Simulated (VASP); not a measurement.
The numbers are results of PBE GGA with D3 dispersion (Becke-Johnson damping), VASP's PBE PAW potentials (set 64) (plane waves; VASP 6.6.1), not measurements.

A VASP calculation is set up with these files.

**POSCAR**
```
Tb
3.5772090
  0.5000001067  -0.8660254643   0.0000000000
  0.5000001067   0.8660254643   0.0000000000
  0.0000000000   0.0000000000   1.5623467123
Tb
2
direct
  0.3333330000   0.6666670000   0.2500000000
  0.6666670000   0.3333330000   0.7500000000
```

INCAR:
```
! general
SYSTEM =Tb
PREC   =Accurate
ENCUT  =520   ! plane-wave cut-off (eV)
LREAL  =F   ! projection in real space or not
LASPH  =T   ! aspherical one-centre terms

! electronic loop
EDIFF  =1E-7
NELM   =100   ! most electronic steps
ALGO   =Normal   ! blocked Davidson
LMAXMIX=6   ! l cut-off of mixed one-centre charges

! smearing
ISMEAR =-5

! functional
GGA    =PE
IVDW   =12   ! D3, Becke-Johnson

! ions
ISIF   =2   ! forces and stress, cell fixed

! output
LWAVE  =F
LCHARG =T
LORBIT =11   ! lm-projected
NEDOS  =601
```

**KPOINTS**
```
Automatic mesh
0
Gamma
13 13 8
0 0 0
```

POTCAR, in this order: Tb_3 (PBE.64 set). Program: vasp_std.

The run wrote:

### OUTCAR
```
 ion  position               nearest neighbor table
   1  0.333  0.667  0.250-   2 3.47   2 3.47   2 3.47   2 3.47   2 3.47   2 3.47
   2  0.667  0.333  0.750-   1 3.47   1 3.47   1 3.47   1 3.47   1 3.47   1 3.47
  LATTYP: Found a hexagonal cell.
 ALAT       =     3.5772093784
 C/A-ratio  =     1.5623465470
 Subroutine PRICEL returns:
 Original cell was already a primitive cell.
 Subroutine GETGRP returns: Found 24 space group operations
The static configuration has the point symmetry D_3d.
 The point group associated with its full space group is D_6h.
The dynamic configuration has the point symmetry D_3d.
 Subroutine INISYM returns: Found 24 space group operations
 Subroutine IBZKPT returns following result:
 Found    105 irreducible k-points:

 Following reciprocal coordinates:
            Coordinates               Weight
  0.000000  0.000000  0.000000      1.000000
  0.076923  0.000000  0.000000      6.000000
  0.153846  0.000000  0.000000      6.000000
  0.230769  0.000000  0.000000      6.000000
  0.307692  0.000000  0.000000      6.000000
  0.384615  0.000000  0.000000      6.000000
  0.461538  0.000000  0.000000      6.000000
  0.076923  0.076923  0.000000      6.000000
  0.153846  0.076923  0.000000     12.000000
  0.230769  0.076923  0.000000     12.000000
  0.307692  0.076923  0.000000     12.000000
  0.384615  0.076923  0.000000     12.000000
  0.461538  0.076923  0.000000      6.000000
  0.153846  0.153846  0.000000      6.000000
  0.230769  0.153846  0.000000     12.000000
  0.307692  0.153846  0.000000     12.000000
  0.384615  0.153846  0.000000     12.000000
  0.230769  0.230769  0.000000      6.000000
  0.307692  0.230769  0.000000     12.000000
  0.384615  0.230769  0.000000      6.000000
  0.307692  0.307692  0.000000      6.000000
  0.000000  0.000000  0.125000      2.000000
...
```

### OSZICAR
```
       N       E                     dE             d eps       ncg     rms          rms(c)
DAV:   1     0.426363478084E+02    0.42636E+02   -0.90170E+03  2730   0.125E+03
DAV:   2    -0.697436992973E+01   -0.49611E+02   -0.48685E+02  2930   0.259E+02
DAV:   3    -0.903802703301E+01   -0.20637E+01   -0.19182E+01  3712   0.310E+01
DAV:   4    -0.908484865424E+01   -0.46822E-01   -0.45449E-01  3204   0.455E+00
DAV:   5    -0.908602786700E+01   -0.11792E-02   -0.11625E-02  3826   0.586E-01    0.241E+01
DAV:   6    -0.908948579653E+01   -0.34579E-02   -0.20847E-02  3265   0.124E+00    0.144E+01
DAV:   7    -0.909914738292E+01   -0.96616E-02   -0.38327E-02  3192   0.169E+00    0.222E-01
DAV:   8    -0.909884593376E+01    0.30145E-03   -0.21036E-03  3115   0.377E-01    0.625E-02
DAV:   9    -0.909884930604E+01   -0.33723E-05   -0.21263E-04  3455   0.116E-01    0.322E-02
DAV:  10    -0.909884310090E+01    0.62051E-05   -0.30486E-05  3155   0.414E-02    0.372E-02
DAV:  11    -0.909884406942E+01   -0.96853E-06   -0.38966E-06  3070   0.152E-02    0.105E-03
DAV:  12    -0.909884434841E+01   -0.27899E-06   -0.33552E-07  3255   0.477E-03    0.406E-03
DAV:  13    -0.909884423506E+01    0.11335E-06   -0.42743E-08  1700   0.164E-03    0.728E-04
DAV:  14    -0.909884421869E+01    0.16376E-07   -0.90371E-09  1645   0.892E-04
   1 F= -.98316767E+01 E0= -.98316767E+01  d E =0.000000E+00
```

OUTCAR:
```
------------------------ aborting loop because EDIFF is reached ----------------------------------------
 Edisp (eV)   -0.73283
  FORCE on cell =-STRESS in cart. coord.  units (eV):
  Direction    XX          YY          ZZ          XY          YZ          ZX
  --------------------------------------------------------------------------------------
  Total      -0.06077    -0.06077     0.04054     0.00000     0.00000     0.00000
  in kB      -1.57197    -1.57197     1.04860     0.00000     0.00000     0.00000
  external pressure =       -0.70 kB  Pullay stress =        0.00 kB
  volume of cell :       61.94
      direct lattice vectors                 reciprocal lattice vectors
     1.788604882 -3.097954085  0.000000000     0.279547487 -0.161396840  0.000000000
     1.788604882  3.097954085  0.000000000     0.279547487  0.161396840  0.000000000
     0.000000000  0.000000000  5.588840720     0.000000000  0.000000000  0.178927983
 POSITION                                       TOTAL-FORCE (eV/Angst)
 -----------------------------------------------------------------------------------
      1.78860      1.03265      1.39721         0.000000     -0.000000      0.000000
      1.78860     -1.03265      4.19163        -0.000000      0.000000      0.000000
 -----------------------------------------------------------------------------------
    total drift:                                0.000003      0.000106     -0.000011
  FREE ENERGIE OF THE ION-ELECTRON SYSTEM (eV)
  ---------------------------------------------------
  free  energy   TOTEN  =        -9.8316767227 eV

  energy  without entropy=       -9.8316767227  energy(sigma->0) =       -9.83167672

 total charge

# of ion       s       p       d       tot
------------------------------------------
    1        0.408   6.312   1.152   7.871
    2        0.408   6.312   1.152   7.871
--------------------------------------------------
tot          0.816  12.623   2.304  15.743
```
(Selected blocks of OUTCAR.)

The 4f electrons are frozen in the core of the lanthanide potential, so 4f levels, which can set the real gap, and their magnetism are missing. For a metal the tetrahedron method with Blöchl corrections gives inexact stress and forces.

The compound is Tb in the hcp structure. It was relaxed first.
